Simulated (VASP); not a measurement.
**VASP 6.6.1 run: KMgI$_{3}$**

INCAR

```
SIGMA = 0.02
IBRION = -1
PREC = Normal
LASPH = .TRUE.
EDIFF = 1E-6
ENCUT = 520
LREAL = .FALSE.
GGA = PE
NSW = 0
ISMEAR = -1
LWAVE = .FALSE.
NBANDS = 24
ISIF = 2
NELM = 68
LCHARG = .FALSE.
```

KPOINTS

```
KPOINTS created by Atomic Simulation Environment
0
Gamma
4 4 4
0 0 0
```

POSCAR

```
K  Mg I
 1.0000000000000000
     5.6394409076000001    0.0000000000000000    0.0000000000000000
     0.0000000000000000    5.6394409076000001    0.0000000000000000
     0.0000000000000000    0.0000000000000000    5.6394409076000001
 K   Mg  I
   1   1   3
Cartesian
  0.0000000000000000  0.0000000000000000  0.0000000000000000
  2.8197204538000000  2.8197204538000000  2.8197204538000000
  2.8197204538000000  2.8197204538000000  0.0000000000000000
  2.8197204538000000  0.0000000000000000  2.8197204538000000
  0.0000000000000000  2.8197204538000000  2.8197204538000000
```

The recommended PBE PAW datasets give the neutral cell 32 valence electrons.

Command

```
mpirun -np 1 vasp_std
```

Question: Predict the outcome of this run.

Answer: It converged. Results: gap between bands v and c on the k mesh 1.33 eV; least direct gap on the k mesh 1.89 eV; pressure 2.7 GPa. Band v is the last that the valence electrons fill when counted band by band, and c is the next.

OSZICAR

```
N       E                     dE             d eps       ncg     rms          rms(c)
DAV:   1     0.188151077438E+03    0.18815E+03   -0.12356E+04   480   0.111E+03
DAV:   2     0.138934347521E+01   -0.18676E+03   -0.17865E+03   664   0.223E+02
DAV:   3    -0.124254332138E+02   -0.13815E+02   -0.13764E+02   656   0.566E+01
DAV:   4    -0.129400787063E+02   -0.51465E+00   -0.51404E+00   720   0.105E+01
DAV:   5    -0.129478774723E+02   -0.77988E-02   -0.77980E-02   696   0.117E+00    0.445E+00
DAV:   6    -0.127006655245E+02    0.24721E+00   -0.28598E-01   592   0.217E+00    0.306E+00
DAV:   7    -0.126384746983E+02    0.62191E-01   -0.32220E-01   592   0.224E+00    0.110E+00
DAV:   8    -0.126385362029E+02   -0.61505E-04   -0.27334E-02   656   0.760E-01    0.172E-01
DAV:   9    -0.126384339543E+02    0.10225E-03   -0.80421E-04   608   0.135E-01    0.691E-02
DAV:  10    -0.126385126640E+02   -0.78710E-04   -0.25461E-04   648   0.917E-02    0.171E-02
DAV:  11    -0.126385135975E+02   -0.93348E-06   -0.27938E-05   704   0.236E-02    0.127E-02
DAV:  12    -0.126385129567E+02    0.64075E-06   -0.20530E-06   528   0.748E-03
   1 F= -.12638513E+02 E0= -.12638513E+02  d E =-.885289E-13
```

For comparison, a separate PBE run of the intended cell, on usual settings and not on those above, gives a gap of 1.33 eV on its mesh and a pressure of 2.7 GPa.
